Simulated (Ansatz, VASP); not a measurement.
ScGa3Te: VASP beside Ansatz

```xyz
5
Lattice="4.5240 0.0000 0.0000 -2.2620 3.9179 0.0000 0.0000 0.0000 5.5851" Properties=species:S:1:pos:R:3 pbc="T T T"
Sc    0.0000    2.6119    2.7925
Ga    0.0000    0.0000    4.2181
Ga    0.0000    0.0000    1.3670
Ga    2.2620    1.3060    2.7925
Te    2.2620    1.3060    0.0000
```

Change from the starting cell: species swapped into the GaNi3As type (P-6m2, No. 187).

Alike in both runs: task single point; functional PBE; k mesh 6 × 6 × 4; occupations gaussian, width 0.1 eV; no spin polarisation.

|  | VASP | Ansatz |
| --- | --- | --- |
| version | VASP 6.6.1 | Ansatz 0.2.0 |
| potentials or method | VASP PAW PBE potentials, release 64 (Sc_sv, Ga_d, Te) | scalar-relativistic, plane waves, PAW |
| plane-wave cutoff (eV) | 520 | 420 |
| valence electrons in the cell | 56 | 66 |

VASP gave:

| Property | Result |
| --- | --- |
| gap on the k mesh at the Fermi level (eV) | none |
| pressure (GPa) | 13.2 |
| largest component of the traceless stress (GPa) | 3.91 |
| rms of the force components (eV/Å) | 0.116 |

Estimate Ansatz's values.

gap on the k mesh at the Fermi level (eV): none; pressure (GPa): 13.1; largest component of the traceless stress (GPa): 3.94; rms of the force components (eV/Å): 0.117.

Atom by atom the forces differ by 0.001 eV/Å (rms over components). A gap of «none» marks a metal or a gap that the smearing closes. The functional is the same, so the differences come from potentials, cutoffs and numerics. The two sets of potentials don't hold the same shells in valence.

Spin-orbit coupling is left out, which matters for the levels of Te.
